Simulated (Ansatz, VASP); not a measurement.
# Two plane-wave programs on NbTe

File INCAR:

```
SYSTEM = NbTe
PREC = Accurate
ENCUT = 520
EDIFF = 1E-6
ISMEAR = -1
SIGMA = 0.05
LREAL = .False.
LASPH = .True.
NELM = 100
ALGO = Normal
ISIF = 2
LWAVE = .False.
LCHARG = .False.
NBANDS = 16
```

Contents of KPOINTS:

```
Automatic mesh
0
Gamma
  8 8 7
  0 0 0
```

Contents of POSCAR:

```
NbTe
1.0
    3.7274981105      0.0000000000      0.0000000000
   -1.8637490552      3.2281080563      0.0000000000
    0.0000000000      0.0000000000      3.7186766865
Te Nb
1 1
Direct
    0.6666666667      0.3333333333      0.0000000000
    0.0000000000      0.0000000000      0.5000000000
```

Contents of input.yaml:

```yaml
crystal:
  lattice:
    - [3.7274981105, 0.0, 0.0]
    - [-1.8637490552, 3.2281080563, 0.0]
    - [0.0, 0.0, 3.7186766865]
  atoms:
    - { symbol: Te, position: [0.6666666667, 0.3333333333, 0.0] }
    - { symbol: Nb, position: [0.0, 0.0, 0.5] }
hamiltonian:
  xc: lda
  pseudopotentials: { kind: paw }
kpoints:
  mp_grid: { grid: [8, 8, 7] }
scf:
  occupations: { method: fermi_dirac, width: 0.05 }
output:
  forces: true
  stress: true
  eigenvalues: true
  write_density: true
  write_potential: true
  elf: true
  volumetric_format: npy
```

The cell comes from a database or a generator and needn't be the stable form of this composition.

Alike in both runs: task single point; functional LDA; k mesh 8 × 8 × 7; occupations fermi-dirac, width 0.05 eV; no spin polarisation.

|  | VASP | Ansatz |
| --- | --- | --- |
| version | VASP 6.6.1 | Ansatz 0.2.0 |
| potentials or method | VASP PAW LDA potentials, release 64 (Te, Nb_sv) | Ansatz PAW |
| plane-wave cutoff (eV) | 520 | 420 |
| valence electrons in the cell | 19 | 29 |

VASP gave:

```
gap on the k mesh at the Fermi level (eV)       : none
pressure (GPa)                                  : -9.5
largest component of the traceless stress (GPa) : 0.91
```

Q: What did Ansatz give for the same quantities?

A: gap on the k mesh at the Fermi level (eV): none; pressure (GPa): -9.5; largest component of the traceless stress (GPa): 0.87.

A gap of «none» marks a metal or a gap that the smearing closes. The two sets of potentials don't hold the same shells in valence.

Caveats: the PAW data sets come from PBE, with cores solved anew for the run's functional, which leaves a small shift of forces and pressure (Ansatz). Spin-orbit coupling is left out, which matters for the levels of Te.
